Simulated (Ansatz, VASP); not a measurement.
# BC149 (amorphous carbon): VASP beside Ansatz, part 2 of 2

One calculation is typed for both programs; each brings its own data sets. How far apart do they land? Of the first pair: The structure shown is the start of the Ansatz relaxation below; VASP solves that cell, so the two are compared at the walk's first step.

VASP 6.6.1 and Ansatz 0.2.0.

So far: Starting point; Ansatz: relaxation, PBE; VASP: single point, PBE, start cell, pair 1.

### Step 4. Differences

Known differences besides the potentials themselves: the cutoff is 420 eV in Ansatz and 520 eV in VASP (PREC = Accurate, projectors in real space). Total energies have different zeros and are not compared.

Forces on 10 of the 150 atoms, those with the largest forces and the largest differences (eV/Å; atoms numbered as in POSCAR):

```csv
atom,"Ansatz x, y, z","VASP x, y, z"
C17,"0.092, 0.035, -0.705","0.094, 0.007, -0.718"
C60,"1.701, -0.789, -2.784","1.709, -0.781, -2.767"
C62,"0.471, -0.078, 0.213","0.478, -0.099, 0.211"
C63,"0.025, 0.115, -0.030","0.007, 0.175, -0.018"
C99,"0.009, 0.015, -0.071","0.015, -0.040, -0.067"
C102,"-3.577, -0.340, -0.035","-3.598, -0.317, -0.054"
C140,"0.219, 0.159, 0.001","0.261, 0.178, 0.019"
C141,"0.803, 0.890, 2.221","0.782, 0.878, 2.216"
C148,"0.108, -0.419, 0.075","0.116, -0.426, 0.073"
B150,"0.010, 1.438, 0.302","0.020, 1.456, 0.300"
```

The forces differ by 16 meV/Å r.m.s., which is 5.5 % of the r.m.s. force of 0.282 eV/Å (both taken over all components).

### Step 5. Ansatz: relaxation, PBE

This run makes the geometry at which the two programs are then compared.

The structure compared here is the end of the Ansatz relaxation.

This is the run of step 2 again, met here at its other cell.

### Step 6. VASP: single point, PBE, relaxed atoms in a fixed cell, pair 2

The same cell, functional, mesh and smearing now go to VASP, with its own data sets.

Contents of INCAR:

```
SYSTEM = BC149
PREC = Accurate
ENCUT = 520
EDIFF = 1E-06
NELM = 120
ISMEAR = 0
SIGMA = 0.05
LREAL = Auto
ALGO = Normal
GGA = PE
NBANDS = 404
LORBIT = 11
LWAVE = .FALSE.
LCHARG = .FALSE.
ISIF = 2
LASPH = .TRUE.
GGA_COMPAT = .FALSE.
```

Contents of POSCAR:

```
BC149
1.0
   10.0824000000      0.0000000000      0.0000000000
    0.0000000000     10.0824000000      0.0000000000
    0.0000000000      0.0000000000     10.0824000000
C B
149 1
Direct
    0.1850400000      0.2504700000      0.6885300000
    0.4208600000      0.1593900000      0.7664900000
[... 1 atom line left out ...]
    0.0188600000      0.4841500000      0.6993900000
[... 1 atom line left out ...]
    0.3598300000      0.9236900000      0.7821400000
[... 8 atom lines left out ...]
    0.0002700000      0.8311200000      0.4873700000
[... 1 atom line left out ...]
    0.2089200000      0.6169800000      0.7296600000
    0.7168600000      0.7126600000      0.5898300000
[... 12 atom lines left out ...]
    0.9535400000      0.5895200000      0.4566300000
[... 7 atom lines left out ...]
    0.2041200000      0.9371100000      0.8266100000
[... 1 atom line left out ...]
    0.1082000000      0.8112000000      0.8511700000
[... 4 atom lines left out ...]
    0.1917500000      0.9082800000      0.3285100000
[... 3 atom lines left out ...]
    0.4032300000      0.6347400000      0.9298800000
[... 2 atom lines left out ...]
    0.5722100000      0.7960300000      0.8282900000
[... 2 atom lines left out ...]
    0.9471000000      0.6128700000      0.6148500000
[... 1 atom line left out ...]
    0.6522200000      0.9100900000      0.4530200000
[... 1 atom line left out ...]
    0.3870800000      0.6888500000      0.4732200000
    0.1103300000      0.9768600000      0.7024700000
    0.3284100000      0.5427600000      0.4538800000
[... 1 atom line left out ...]
    0.5304300000      0.9910000000      0.6356900000
    0.3514400000      0.8926500000      0.3265900000
[... 5 atom lines left out ...]
    0.0854100000      0.5370800000      0.4289900000
[... 1 atom line left out ...]
    0.1620800000      0.6740300000      0.8533400000
[... 10 atom lines left out ...]
    0.2782600000      0.5216900000      0.3048000000
    0.2589700000      0.3770800000      0.6954900000
[... 3 atom lines left out ...]
    0.4045300000      0.9844500000      0.4431600000
[... 5 atom lines left out ...]
    0.1887600000      0.5539500000      0.5276100000
[... 1 atom line left out ...]
    0.3181400000      0.0490400000      0.5527700000
[... 3 atom lines left out ...]
    0.5279000000      0.9472600000      0.5110300000
    0.1729900000      0.6913400000      0.6037600000
[... 1 atom line left out ...]
    0.2888000000      0.6618800000      0.2481900000
    0.1301700000      0.9137700000      0.4608900000
    0.3903100000      0.7423500000      0.3323800000
    0.1826900000      0.9796300000      0.5683500000
[... 3 atom lines left out ...]
    0.5373200000      0.7028000000      0.2904000000
[... 5 atom lines left out ...]
    0.0182000000      0.8471300000      0.7324000000
[... 1 atom line left out ...]
    0.5419200000      0.5225700000      0.5835900000
    0.1717300000      0.4907900000      0.6654900000
    0.1265000000      0.5083500000      0.3054900000
[... 1 atom line left out ...]
    0.5633900000      0.6718700000      0.5914800000
[... 14 atom lines left out ...]
    0.5045500000      0.9237700000      0.8748100000
[... 1 atom line left out ...]
    0.3129000000      0.6765500000      0.8198000000
    0.3722900000      0.7883300000      0.7225200000
    0.4002900000      0.0322400000      0.6864700000
[... 1 atom line left out ...]
    0.4426900000      0.4448800000      0.4964900000
[... 1 atom line left out ...]
    0.5150400000      0.7490000000      0.7130800000
[... 1 atom line left out ...]
    0.0301500000      0.7467000000      0.6166600000
[... 1 atom line left out ...]
    0.3049500000      0.7603000000      0.5839900000
```

Contents of KPOINTS:

```
Automatic mesh
0
Gamma
1 1 1
0 0 0
```

PAW data sets: C and B (PBE family, release 64).

On the command line:

```console
> export OMP_NUM_THREADS=3
> mpirun -np 1 vasp_gam
```

Numbers of over 12 decimals in the logs are rounded to 6 here.

Output:

```text
[... set-up lines as in an earlier step ...]
 entering main loop
       N       E                     dE             d eps       ncg     rms          rms(c)
DAV:   1     0.407046198036E+04    0.40705E+04   -0.35787E+05   808   0.151E+03
DAV:   2    -0.914384578015E+03   -0.49848E+04   -0.46507E+04  1020   0.343E+02
DAV:   3    -0.131341342639E+04   -0.39903E+03   -0.38984E+03  1000   0.934E+01
DAV:   4    -0.132431300437E+04   -0.10900E+02   -0.10810E+02   968   0.165E+01
[...]
DAV:  18    -0.126685276960E+04   -0.95657E-05   -0.13332E-04   944   0.117E-02    0.165E-02
DAV:  19    -0.126685276831E+04    0.12828E-05   -0.44785E-05   928   0.570E-03    0.598E-03
DAV:  20    -0.126685276841E+04   -0.94191E-07   -0.52060E-06   576   0.251E-03
   1 F= -.12668528E+04 E0= -.12668386E+04  d E =-.283146E-01
```

OUTCAR, selected parts (step 6):

```text
  FREE ENERGIE OF THE ION-ELECTRON SYSTEM (eV)
  ---------------------------------------------------
  free  energy   TOTEN  =     -1266.8527684075 eV

  energy  without entropy=    -1266.8244538429  energy(sigma->0) =    -1266.83861113
```

The run ends at a pressure of -3.25 GPa, with forces up to 0.064 eV/Å.

### Step 7. Side by side

The largest component of a force difference here is 55 meV/Å.

### Step 8. Outcome

| Quantity | Value |
| --- | --- |
| r.m.s. force difference (single point, PBE, start cell, pair 1) | 5.5 % of the r.m.s. force |
| r.m.s. force difference (single point, PBE, relaxed atoms in a fixed cell, pair 2) | 16 meV/Å |

**Reading.** The r.m.s. force difference is 5.5 % of the r.m.s. force (single point, PBE, start cell, pair 1), beyond the 3 % picked in this series as the mark of a large difference. What causes the difference of the single point, PBE, start cell, pair 1 pair stays open here. What causes the difference of the single point, PBE, relaxed atoms in a fixed cell, pair 2 pair stays open here. Such differences can come from data sets, numerical settings and the points named under the comparisons, not from the functional's error against experiment.

[Lines on the potential files, build, host, timing and source positions are cut from VASP's logs without a mark.]

[Logs are printed without paths, hosts, clocks, repeated set-up lines and the standing remarks that a program may print on its own settings, such as how far it seeks lower states.]

[Hosts, paths, dates, database ids (printed as entryN), source tags and the programs' standing remarks are cut or masked in the printed files.]
